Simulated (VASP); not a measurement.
Input:

```
CELL_PARAMETERS angstrom
      0.00000     3.09030     3.09030
      3.09030     0.00000     3.09030
      3.09030     3.09030     0.00000
ATOMIC_POSITIONS crystal
  Pb 0.00000 0.00000 0.00000
  Se 0.50000 0.50000 0.50000
```

All values below come from vdW-DF-cx, VASP's PBE PAW potentials (set 64) (plane waves; VASP). Run with 520 eV cut-off, 8×8×8 Γ-centred mesh, Gaussian smearing of 0.050 eV, potentials Pb_d Se.

Question: Give the stress tensor in GPa (positive for a compressed cell).

Answer: 
```
-1.42   0.00   0.00
 0.00  -1.42   0.00
 0.00   0.00  -1.42
```
The pressure is its mean diagonal, -1.42 GPa.

The compound is PbSe in the rock salt structure. This cell is one point of a volume scan, at 1.03 of the reference volume.
